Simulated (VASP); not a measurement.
# SmTi3 (Pm-3m) in VASP: single point with PBE

Aim: the single point of SmTi3 with PBE.

All numbers are computed with VASP 6.6.1; they aren't measurements. Logs are shortened: lines on timing, memory, paths and dates and some standing lists are left out, and cuts for length are marked.

### 1 The crystal as given

Symmetry: Pm-3m, No. 221, cubic system. Conventional cell: a = 4.079 Å, b = 4.079 Å, c = 4.079 Å, α = 90.00°, β = 90.00°, γ = 90.00°. Around Sm (site symmetry m-3m) lie 12 Ti at 2.88 Å. Ti (site symmetry 4/mmm) has 8 Ti at 2.88 Å and 4 Sm at 2.88 Å as nearest neighbours. Around Ti (site symmetry 4/mmm) lie 4 Sm at 2.88 Å and 8 Ti at 2.88 Å.

The cell was built by a generator and needn't be a form met in nature.

### 2 Single point, PBE, collinear spin, typed start

INCAR reads:

```
ALGO = Normal
EDIFF = 1E-7
ENCUT = 520
GGA = PE
ISIF = 2
ISMEAR = -1
ISPIN = 2
LASPH = True
LCHARG = False
LMAXMIX = 6
LORBIT = 11
LREAL = False
LWAVE = False
MAGMOM = 5.4 5.4 0 0 0 0 0 0
NBANDS = 66
NELM = 150
PREC = Accurate
SIGMA = 0.1
```

KPOINTS reads:

```
k-points
0
Gamma
  3 5 3
```

POSCAR reads:

```
SmTi3
1.0
   -4.0785007200      0.0000000000     -4.0785007200
    0.0000000000     -4.0785007200      0.0000000000
   -4.0785007200      0.0000000000      4.0785007200
Sm Ti
2 6
Direct
    0.0000000000      0.0000000000      0.0000000000
    0.5000000000      0.0000000000      0.5000000000
    0.7500000000      0.5000000000      0.2500000000
    0.2500000000      0.5000000000      0.7500000000
    0.0000000000      0.0000000000      0.5000000000
    0.5000000000      0.0000000000      0.0000000000
    0.7500000000      0.5000000000      0.7500000000
    0.2500000000      0.5000000000      0.2500000000
```

Potentials or basis: VASP PAW PBE potentials, release 64 (Sm, Ti_sv).

The run is started by

```sh
$ cat potpaw_PBE.64/Sm/POTCAR potpaw_PBE.64/Ti_sv/POTCAR > POTCAR
$ mpirun -np 1 vasp_std > vasp.out
```

OUTCAR:

```text
EDIFF = 1E-7
   ENCUT = 520
   GGA = PE
   ISIF = 2
   ISMEAR = -1
   ISPIN = 2
   LASPH = True
   LORBIT = 11
   LREAL = False
   NELM = 150
   PREC = Accurate

 ion  position               nearest neighbor table
   1  0.000  0.000  0.000-   3 2.88   4 2.88   5 2.88   6 2.88   7 2.88   8 2.88   5 2.88   3 2.88
                             4 2.88   7 2.88   8 2.88   6 2.88
   2  0.500  0.000  0.500-   3 2.88   4 2.88   5 2.88   6 2.88   7 2.88   8 2.88   6 2.88   3 2.88
                             4 2.88   7 2.88   8 2.88   5 2.88
   3  0.750  0.500  0.250-   1 2.88   2 2.88   5 2.88   6 2.88   7 2.88   8 2.88   7 2.88   1 2.88
                             2 2.88   5 2.88   6 2.88   8 2.88
   4  0.250  0.500  0.750-   1 2.88   2 2.88   5 2.88   6 2.88   7 2.88   8 2.88   8 2.88   1 2.88
                             2 2.88   5 2.88   6 2.88   7 2.88
   5  0.000  0.000  0.500-   1 2.88   2 2.88   3 2.88   4 2.88   7 2.88   8 2.88   1 2.88   3 2.88
                             4 2.88   7 2.88   8 2.88   2 2.88
   6  0.500  0.000  0.000-   1 2.88   2 2.88   3 2.88   4 2.88   7 2.88   8 2.88   2 2.88   3 2.88
                             4 2.88   7 2.88   8 2.88   1 2.88
   7  0.750  0.500  0.750-   1 2.88   2 2.88   3 2.88   4 2.88   5 2.88   6 2.88   3 2.88   1 2.88
                             2 2.88   5 2.88   6 2.88   4 2.88
   8  0.250  0.500  0.250-   1 2.88   2 2.88   3 2.88   4 2.88   5 2.88   6 2.88   4 2.88   1 2.88
                             2 2.88   5 2.88   6 2.88   3 2.88

  LATTYP: Found a simple tetragonal cell.
 ALAT       =     5.7678710324
 C/A-ratio  =     0.7071067812

  Lattice vectors:

 A1 = (   4.0785007200,   0.0000000000,   4.0785007200)
 A2 = (  -4.0785007200,   0.0000000000,   4.0785007200)
 A3 = (   0.0000000000,  -4.0785007200,   0.0000000000)

Analysis of symmetry for initial positions (statically):
=====================================================================
 Subroutine PRICEL returns following result:

  LATTYP: Found a simple cubic cell.
 ALAT       =     4.0785007200
[... 12 lines left out ...]
 Subroutine GETGRP returns: Found 16 space group operations
 (whereof 16 operations were pure point group operations)
 out of a pool of 16 trial point group operations.

The static configuration has the point symmetry D_4h.

Analysis of symmetry for dynamics (positions and initial velocities):
=====================================================================
 Subroutine PRICEL returns following result:

  LATTYP: Found a simple cubic cell.
 ALAT       =     4.0785007200
[... 12 lines left out ...]
 Subroutine GETGRP returns: Found 16 space group operations
[... 164 lines left out ...]
  energy without entropy =      -62.27077794  energy(sigma->0) =      -62.46258962

 E-fermi :   8.2325     XC(G=0): -12.0711

 val. band max:        8.2274232415   @ k =   0.0000   0.0000   0.0000
 cond. band min:       8.2405747761   @ k =   0.0000   0.2000   0.0000
 fundamental gap:      0.0131515346
 Fermi energy:         8.2324599446

 spin component 1

 k-point     1 :       0.0000    0.0000    0.0000
  band No.  band energies     occupation
      1     -48.3776      1.00000
      2     -48.2860      1.00000
      3     -48.2841      1.00000
      4     -48.2841      1.00000
      5     -48.2403      1.00000
      6     -48.2390      1.00000
[... 592 lines left out ...]
     63       8.8111      0.00306
     64       8.8173      0.00288
 Fermi energy:         8.2324599446

 spin component 2

 k-point     1 :       0.0000    0.0000    0.0000
  band No.  band energies     occupation
      1     -48.4003      1.00000
      2     -48.3118      1.00000
      3     -48.3118      1.00000
      4     -48.2975      1.00000
      5     -48.2665      1.00000
      6     -48.2567      1.00000
[... 592 lines left out ...]
     63      10.1277      0.00000
     64      10.3043      0.00000
 [bands above 64 left out]

------------------------ aborting loop because EDIFF is reached ----------------------------------------

  FORCE on cell =-STRESS in cart. coord.  units (eV):
  Direction    XX          YY          ZZ          XY          YZ          ZX
  --------------------------------------------------------------------------------------
  -------------------------------------------------------------------------------------
  Total       12.4429988     12.8566087     12.4429988      0.0000000      0.0000000      0.0000000
  in kB      146.9278131    151.8117489    146.9278131      0.0000000      0.0000000      0.0000000
  external PRESSURE =     148.5557917 kB  Pullay stress =       0.0000000 kB

 VOLUME and BASIS-vectors are now :
 -----------------------------------------------------------------------------
  energy-cutoff  :      520.00
  volume of cell :      135.68
      direct lattice vectors                 reciprocal lattice vectors
    -4.078500720  0.000000000 -4.078500720    -0.122594069  0.000000000 -0.122594069
     0.000000000 -4.078500720  0.000000000     0.000000000 -0.245188139  0.000000000
    -4.078500720  0.000000000  4.078500720    -0.122594069  0.000000000  0.122594069

 POSITION                                       TOTAL-FORCE (eV/Angst)
 -----------------------------------------------------------------------------------
      0.00000      0.00000      0.00000         0.000000     -0.000000      0.000000
     -4.07850      0.00000      0.00000        -0.000000     -0.000000      0.000000
     -4.07850     -2.03925     -2.03925         0.000000      0.000000     -0.000000
     -4.07850     -2.03925      2.03925        -0.000000     -0.000000      0.000000
     -2.03925      0.00000      2.03925        -0.000000     -0.000000     -0.000000
     -2.03925      0.00000     -2.03925        -0.000000     -0.000000     -0.000000
     -6.11775     -2.03925      0.00000        -0.000000     -0.000000      0.000000
     -2.03925     -2.03925      0.00000         0.000000      0.000000     -0.000000
 -----------------------------------------------------------------------------------
    total drift:                               -0.000000     -0.000000      0.000000

  FREE ENERGIE OF THE ION-ELECTRON SYSTEM (eV)
  ---------------------------------------------------
  free  energy   TOTEN  =       -62.6544013006 eV

  energy  without entropy=      -62.2707779428  energy(sigma->0) =      -62.46258962

 total charge

# of ion       s       p       d       f       tot
--------------------------------------------------
    1        2.110   5.539   0.995   5.371  14.015
    2        2.110   5.539   0.995   5.371  14.015
    3        2.269   6.111   2.000   0.000  10.380
    4        2.269   6.111   2.000   0.000  10.380
    5        2.268   6.111   2.002   0.000  10.381
    6        2.268   6.111   2.002   0.000  10.381
    7        2.269   6.111   2.000   0.000  10.380
    8        2.269   6.111   2.000   0.000  10.380
--------------------------------------------------
tot         17.831  47.745  13.994  10.742  90.313

 magnetization (x)

# of ion       s       p       d       f       tot
--------------------------------------------------
    1       -0.002  -0.057   0.225   5.213   5.379
    2       -0.002  -0.057   0.225   5.213   5.379
    3        0.004   0.009  -0.035   0.000  -0.022
    4        0.004   0.009  -0.035   0.000  -0.022
    5        0.005   0.009  -0.017   0.000  -0.004
    6        0.005   0.009  -0.017   0.000  -0.004
    7        0.004   0.009  -0.035   0.000  -0.022
    8        0.004   0.009  -0.035   0.000  -0.022
--------------------------------------------------
tot          0.022  -0.062   0.276  10.426  10.662
```

OSZICAR:

```text
N       E                     dE             d eps       ncg     rms          rms(c)
DAV:   1     0.126100180633E+04    0.12610E+04   -0.44321E+04  3756   0.545E+03
DAV:   2     0.229044893645E+03   -0.10320E+04   -0.99119E+03  3320   0.977E+02
DAV:   3    -0.379683806561E+01   -0.23284E+03   -0.21835E+03  3654   0.291E+02
[... 43 lines left out ...]
DAV:  47    -0.626543977848E+02   -0.19456E-05   -0.56494E-06  3480   0.174E-02    0.219E-01
DAV:  48    -0.626543997781E+02   -0.19933E-05   -0.28134E-06  3256   0.123E-02    0.127E-01
DAV:  49    -0.626544003921E+02   -0.61394E-06   -0.12748E-06  2944   0.117E-02    0.686E-02
DAV:  50    -0.626544009172E+02   -0.52517E-06   -0.80287E-07  2688   0.109E-02    0.255E-02
DAV:  51    -0.626544012294E+02   -0.31220E-06   -0.72628E-07  2752   0.837E-03    0.520E-03
DAV:  52    -0.626544013006E+02   -0.71126E-07   -0.26907E-07  1984   0.569E-03
   1 F= -.62654401E+02 E0= -.62462590E+02  d E =-.383623E+00  mag=    11.4127
```

It took 17 min on 1 thread of Intel Xeon Platinum 8259CL at 2.50GHz (Skylake/Cascade Lake), shared host; peak memory 0.38 GiB.

Results:

* Free energy: -62.6544 eV
* Pressure: 14.9 GPa
* Band gap on the k mesh: none (metal or under the smearing width)
* Net moment: 11.41 μB per cell
* Site moments: Sm +5.38; Ti -0.02, -0.00 μB
* Valence electrons inside the program's atomic spheres: Sm 14.02; Ti 10.38

Caveat: the k mesh is coarse (spacing up to 0.36 Å⁻¹), so the values aren't converged; the magnetic or orbital state may not be the lowest; spin-orbit coupling is left out, which moves the levels of the heavy elements; without U or exact exchange the open f shell lies at the Fermi level, which spoils levels, moments and volumes.
